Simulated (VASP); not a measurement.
Si2W:

```
CELL_PARAMETERS angstrom
-1.60690 1.60690 3.91495
1.60690 -1.60690 3.91495
1.60690 1.60690 -3.91495
ATOMIC_POSITIONS crystal
Si 0.33470 0.33470 0.00000
Si 0.66530 0.66530 0.00000
W 0.00000 0.00000 0.00000
```

- Program: VASP 6.6.1
- Task: relaxation of cell and atoms
- Functional: PBE
- Dispersion: D3(BJ)
- Potentials or basis: VASP PAW PBE potentials, release 64 (Si, W_sv)
- Cutoff: 520 eV
- k mesh: 18 × 18 × 18
- Occupations: gaussian, width 0.1 eV
- Spin: no spin polarisation

At the start: pressure -3.7 GPa; volume 13.48 Å³/atom.

Task: How do energy, volume and symmetry change on relaxing?

Result: Over 13 steps the energy falls by 2.7 meV/atom and the volume is 13.26 Å³/atom (-1.6 %); space group I4/mmm (No. 139, to 0.05 Å).

Step by step:
```csv
step,energy change (eV),largest force (eV/Å),pressure (GPa),volume (Å³)
1,0.0000,0.0539,-3.66,40.44
2,0.0167,0.1235,7.25,38.66
3,-0.0077,0.0793,0.03,39.79
4,-0.0077,0.0798,0.11,39.77
5,-0.0080,0.0055,0.07,39.76
6,-0.0080,0.0155,0.07,39.76
7,-0.0080,0.0041,-0.10,39.79
8,-0.0080,0.0027,-0.04,39.78
9,-0.0080,0.0022,-0.04,39.78
10,-0.0080,0.0010,-0.07,39.79
11,-0.0080,0.0017,-0.05,39.78
12,-0.0080,0.0016,0.04,39.77
13,-0.0080,0.0002,0.00,39.77
```

Final structure:
```cif
data_structure
_symmetry_space_group_name_H-M 'P 1'
_symmetry_Int_Tables_number 1
_cell_length_a 4.5057
_cell_length_b 4.5057
_cell_length_c 4.5057
_cell_angle_alpha 138.483
_cell_angle_beta 138.483
_cell_angle_gamma 60.164
_cell_volume 39.77
loop_
_atom_site_label
_atom_site_type_symbol
_atom_site_fract_x
_atom_site_fract_y
_atom_site_fract_z
_atom_site_occupancy
Si1 Si 0.33411 0.33411 0.00000 1
Si2 Si 0.66589 0.66589 0.00000 1
W1 W 0.00000 0.00000 0.00000 1
```

Caveat: pairwise dispersion overbinds metals, which lowers pressure and volume.
